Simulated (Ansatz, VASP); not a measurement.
# HfSi (CsCl type (invented)): VASP beside Ansatz, part 2 of 2

Wanted: the spread between two codes on one cell, functional and k mesh. The cell is generated by rule, not measured, and may not be a known phase. The cell is taken from a series of runs on this material, whose earlier steps may have relaxed, scaled, displaced or heated it; both programs get it as it stands.

VASP 6.6.1 and Ansatz 0.2.0.

So far: The structure; VASP: relaxation of cell and atoms, PBEsol.

### 3. Ansatz: relaxation of cell and atoms, PBEsol

Level of this step: Ansatz beside VASP: Kohn-Sham DFT, plane waves, PBEsol (Ansatz).

Ansatz runs on its default PAW (the set named soft_2) files.

The same cell, functional, mesh and smearing now go to Ansatz, which takes its cutoff from its data sets.

Input file input.yaml:

```yaml
crystal:
  lattice:
    - [3.2493684102, 0.0, 0.0]
    - [0.0, 3.2493684102, 0.0]
    - [0.0, 0.0, 3.2493684102]
  atoms:
    - { symbol: Hf, position: [0.0, 0.0, 0.0] }
    - { symbol: Si, position: [0.5, 0.5, 0.5] }
kpoints:
  mp_grid: { grid: [14, 14, 14] }
hamiltonian:
  xc: pbesol
scf:
  occupations: { method: gaussian, width: 0.1 }
output:
  forces: true
  stress: true
  eigenvalues: true
  write_density: true
  write_potential: true
  elf: true
  volumetric_format: npy
relax:
  adjacent_minimum: "off"
  f_tol: 0.005
  max_steps: 80
  cell: { stress_tol: 0.05 }
```

Run with:

```sh
> ansatz run input.yaml --threads 2 --pin off --max-ram 5120MiB --backend cpu --events-out ev --progress --plain --runs-dir out
```

Numbers of over 12 decimals in the logs are rounded to 6 here.

The log of the run:

```text
Engine: ansatz 0.2.0, aarch64-unknown-linux-gnu
Pseudopotentials: kind: paw
Pseudopotential: Hf, paw, valence charge 26, recommended cutoff 420 eV (normal), Hf.paw.azcp
Pseudopotential: Si, paw, valence charge 4, recommended cutoff 420 eV (normal), Si.paw.azcp
Functional definition: PBEsol
  exchange = pbesol_x
  correlation = pbesol_c
Crystal: 2 atoms, lattice volume = 34.308 Å³
Basis set: ecut = 420 eV, 691 PW (Γ), exchange–correlation on 48×48×48 points (8 copies of the dense FFT grid, shifted against one another)
Bands: 19, of which v1, the nominal top of the filled ones, is band 15 counted from 1 (14 counted from 0)
Symmetry: 48 space group operations
Space group: Pm-3m (ITA 221), of the structure as read, at distance tolerance 3.2e-5 Å
k-points: 120 of 2744
Non-local potential: Hf, projectors of the file, l = 0: 3, l = 1: 2, l = 2: 2, l = 3: 3
Non-local potential: Si, projectors of the file, l = 0: 2, l = 1: 2, l = 2: 2
PAW form: soft (Blöchl's): semilocal exchange-correlation on the pseudo side does not see the compensation charge
PAW frozen core: Hf, regenerated for the run's functional, and the local potential with it (the file was generated under x = pbe(κ = 0.804, μ = 0.219515), c = pbe(β = 0.066725))
PAW frozen core: Si, regenerated for the run's functional, and the local potential with it (the file was generated under x = pbe(κ = 0.804, μ = 0.219515), c = pbe(β = 0.066725))
PAW one-centre angular grid: Hf, 590 points (default); XC on 64 Gauss nodes
PAW one-centre angular grid: Si, 110 points (default); XC on 64 Gauss nodes
Initial density: superposition of atomic densities (neutral atoms: chi_scale 0, normalization atom), corrected by the library's trained network
Initial wavefunctions: pseudopotential atomic-orbital guess
Functional: x = pbesol(κ = 0.804, μ = 0.123457), c = pbesol(β = 0.046)
SCF iter   1: F=—  HF=-16220.177098 eV  |F-HF|=—  |Δ(HF+E_count)|=         —  Δρ=5.89e-3  dr2=1.81e-2  ethr=1.77e-3  ⟨swp⟩=4.9  Hψ=9854  notcnv=0
preconditioner: auto → none  [metal: Δε(μ)=0.012 eV  Ē_g=16.548 eV  σ=0.100 eV  W_gap=0.07  n_scr=6 (ndim 8)  ℏωp=33.5 eV  f_vac=0.000  D(μ)=2.24/eV (n_scr^D=26)  sad-step TF]
SCF iter   2: F=—  HF=-16220.174090 eV  |F-HF|=—  |Δ(HF+E_count)|=   3.01e-3  Δρ=3.17e-3  dr2=5.16e-3  ethr=6.05e-5  ⟨swp⟩=1.1  Hψ=3247  notcnv=0
SCF iter   3: F=—  HF=-16220.173011 eV  |F-HF|=—  |Δ(HF+E_count)|=   1.08e-3  Δρ=2.18e-4  dr2=1.18e-5  ethr=1.72e-5  ⟨swp⟩=2.0  Hψ=2757  notcnv=0  defer=1
SCF iter   4: F=—  HF=-16220.173006 eV  |F-HF|=—  |Δ(HF+E_count)|=   4.57e-6  Δρ=2.43e-4  dr2=2.23e-5  ethr=3.94e-8  ⟨swp⟩=2.5  Hψ=4244  notcnv=0  defer=1
SCF iter   5: F=—  HF=-16220.172983 eV  |F-HF|=—  |Δ(HF+E_count)|=   2.31e-5  Δρ=6.94e-5  dr2=2.85e-6  ethr=3.94e-8  ⟨swp⟩=2.1  Hψ=4132  notcnv=0  defer=1
SCF iter   6: F=-16220.172982 eV  HF=-16220.172982 eV  |F-HF|=7.41e-8  |Δ(HF+E_count)|=   1.39e-6  Δρ=8.20e-6  dr2=3.11e-8  ethr=3.33e-10  ⟨swp⟩=6.8  Hψ=15966  notcnv=0
the search or the solves at the SCF's close seem to have found levels that the self-consistency loop had missed (the run counts 1). By its estimate they hold under 1e-12 electrons; where the run keeps them, the occupations were computed again with them
SCF 1 converged in 6 iterations: F = -16220.172982 eV  dr2 = 3.11e-8
  greatest PAW one-centre occupation: 0.998 electrons in one spin orbital (limit 2), on the Hf atom at site 0 (counted from 0), in its partial waves of l = 3
relax step   1: F+E_penalty+E_count = -16220.17298193 eV  Δ(F+E_penalty+E_count) = +0.000e0 eV  max|allowed force component| = 3.287e-31 eV/Å  Δτ_max = 0.0000 Å  P = -0.026 GPa  Ω = 34.308 Å³  (6 SCF iters, dr2 threshold 1.00e-7 eV, accepted)
Initial density: handed on by an earlier stage of this run
Initial wavefunctions: pseudopotential atomic-orbital guess (no wavefunctions were taken with the density)
iter 1 solved again at ethr=5.23e-9 eV; its pass at ethr=3.10e-3 eV (dr2=1.57e-6 eV) is discarded
SCF iter   1: F=—  HF=-16220.173009 eV  |F-HF|=—  |Δ(HF+E_count)|=         —  Δρ=7.82e-6  dr2=2.66e-8  ethr=5.23e-9  ⟨swp⟩=3.9  Hψ=17179  notcnv=0
preconditioner: auto → none  [metal: Δε(μ)=0.007 eV  Ē_g=16.527 eV  σ=0.100 eV  W_gap=0.04  n_scr=6 (ndim 8)  ℏωp=33.5 eV  f_vac=0.000  D(μ)=2.35/eV (n_scr^D=26)]
SCF iter   2: F=—  HF=-16220.172982 eV  |F-HF|=—  |Δ(HF+E_count)|=   2.75e-5  Δρ=6.64e-6  dr2=1.71e-8  ethr=8.85e-11  ⟨swp⟩=2.0  Hψ=4138  notcnv=0
SCF iter   3: F=—  HF=-16220.172982 eV  |F-HF|=—  |Δ(HF+E_count)|=   6.87e-9  Δρ=2.36e-6  dr2=6.89e-10  ethr=5.69e-11  ⟨swp⟩=2.0  Hψ=4065  notcnv=0
SCF iter   4: F=—  HF=-16220.172982 eV  |F-HF|=—  |Δ(HF+E_count)|=  1.35e-10  Δρ=6.25e-7  dr2=1.39e-10  ethr=2.30e-12  ⟨swp⟩=2.0  Hψ=2771  notcnv=0
SCF iter   5: F=-16220.172982 eV  HF=-16220.172982 eV  |F-HF|=7.28e-12  |Δ(HF+E_count)|=  2.91e-11  Δρ=1.20e-7  dr2=6.15e-12  ethr=1.00e-12  ⟨swp⟩=4.3  Hψ=11598  notcnv=0
SCF 2 converged in 5 iterations: F = -16220.172982 eV  dr2 = 6.15e-12
relax step   2: F+E_penalty+E_count = -16220.17298199 eV  Δ(F+E_penalty+E_count) = -5.128e-8 eV  max|allowed force component| = 1.865e-30 eV/Å  Δτ_max = 0.0000 Å  P = -0.025 GPa  Ω = 34.308 Å³  stress off target by 2.54e-2 GPa  SCF on the basis re-selected at this cell (its energy is not comparable with the rows above)  (5 SCF iters)
basis re-selected at this cell: Δ(F+E_penalty+E_count) = -5.128e-8 eV, ΔP = +0.000 GPa vs the last step (what re-selecting the basis moved, of the pressure what is left beyond the Pulay correction that the steps carried, after the strain that the cell walked since its last selection, with what the two solves' SCF thresholds leave and, on support functions, any second-order correction that the steps lacked; it is no m [...]
SCF converged after 5 iterations
Free energy (F): -16220.172982 eV
Harris-Foulkes:  -16220.172982 eV  (|F-HF|=7.28e-12)
Internal energy: -16220.161226 eV  (E = F + TS)
E sigma→0 (E₀):  -16220.167104 eV
Entropy (-TS):   -0.011756 eV (-5.878 meV/atom)
Fermi energy:    17.315496 eV
--- Per-component energies (eV) ---
  E_band       = 19.582182
  E_kinetic    = 467.837102
  E_local      = -5855.064563  (includes V_loc(G=0)·N_el)
  E_nonlocal   = -1212.834867
  E_hartree    = 2758.731641
  E_xc         = -354.196061
  E_vxc        = -315.203481  (∫ρ·V_xc dr)
  E_paw        = -7305.875966  (= ΣΔE_a)
  E_vpaw       = 1417.384589  (= ΣTr[D̂ρ^β])
  E_aug_tail   = 0.000005  (compensation charges beyond the density's cutoff)
  E_ewald      = -4720.041168
  E_core_change = 1.282652  (= ΣΔE_core)
  E_smearing   = -0.011756  (= −TS)
  E_closure    = 0.000000  (closes the sum)
  Σ components = -16220.172982   (vs F -16220.172982, Δ=0.00e0)
--- Forces (eV/Å), atoms counted from 1 ---
  atom   1  Hf    -0.00000000     0.00000000     0.00000000
  atom   2  Si     0.00000000    -0.00000000    -0.00000000
  max |Σ_I F_I| component: 3.63e-30 eV/Å
--- Stress (GPa, compression-positive) ---
       -0.025373      -0.000000       0.000000
        0.000000      -0.025373       0.000000
        0.000000       0.000000      -0.025373
  P = ⅓ Tr σ = -0.0254 GPa (-0.254 kbar)
--- Band table (eV; the first three rows and the last of 120) ---
  k-point 0: bands = [... 11 lower, 6.0260, 15.3714, 15.3714, 19.3486, 19.3486, 19.3486, 21.0925, 21.0925]
  k-point 1: bands = [... 11 lower, 6.1158, 15.2829, 15.4211, 19.0711, 19.0711, 19.1945, 21.1212, 21.3958]
  k-point 2: bands = [... 11 lower, 6.3802, 14.9217, 15.5665, 18.5271, 18.5271, 19.0593, 21.2034, 22.0270]
  k-point 119: bands = [... 11 lower, 12.6069, 12.6069, 12.6069, 13.0100, 20.7639, 20.7639, 20.7639, 23.6941]
--- Relaxed structure (1 steps of the walk, 1 accepted, 1 SCFs on fresh bases) ---
  F+E_penalty+E_count = -16220.17298199 eV   max|allowed force component| = 1.865e-30 eV/Å   (the final SCF, on the basis selected at the relaxed cell)
  cell:  # Å, volume = 34.3081 Å³
    - [3.2493684102, 0.0, 0.0]
    - [0.0, 3.2493684102, 0.0]
    - [0.0, 0.0, 3.2493684102]
  atoms:
    - { symbol: Hf, position: [0.0, 0.0, 0.0] }
    - { symbol: Si, position: [0.5, 0.5, 0.5] }
```

The column dr2 measures how far the density is from self-consistency, as an energy; F and HF (Harris–Foulkes) agree once it is small.

### 4. Comparison

Known differences besides the potentials themselves: the data sets hold 30 valence electrons in Ansatz (on its default PAW (the set named soft_2) files) and 14 in VASP; the cutoff is 420 eV in Ansatz and 500 eV in VASP; Ansatz makes its cores anew for this functional, VASP keeps those of its PBE data sets; Ansatz adds a Pulay correction to the stress that steers its cell, VASP none. Total energies have different zeros and are not compared.

Compared:

```
                                         quantity  Ansatz   VASP  difference
                                      volume (Å³)   34.31  34.29     +0.06 %
edge a after relaxation, in the typed setting (Å)   3.249  3.249     +0.02 %
```

### 5. Outcome

| Quantity | Value |
| --- | --- |
| difference in volume (relaxation of cell and atoms, PBEsol) | 0.060 % |

The difference in volume is 0.060 % (relaxation of cell and atoms, PBEsol), within the 1.2 % picked in this series as the mark of a large difference, as far as the stopping tolerances let one tell. The data sets hold unlike numbers of valence electrons (30 in Ansatz and 14 in VASP), so part of the differences comes from the potentials. 1 further run of this series is not shown here. How closely two codes agree says nothing of how well the functional describes the real material.

[Lines on the potential files, build, host, timing and source positions are cut from VASP's logs without a mark.]

[Logs are printed without paths, hosts, clocks, repeated set-up lines and the standing remarks that a program may print on its own settings, such as how far it seeks lower states.]

[Hosts, paths, dates, database ids (printed as entryN), source tags and the programs' standing remarks are cut or masked in the printed files.]
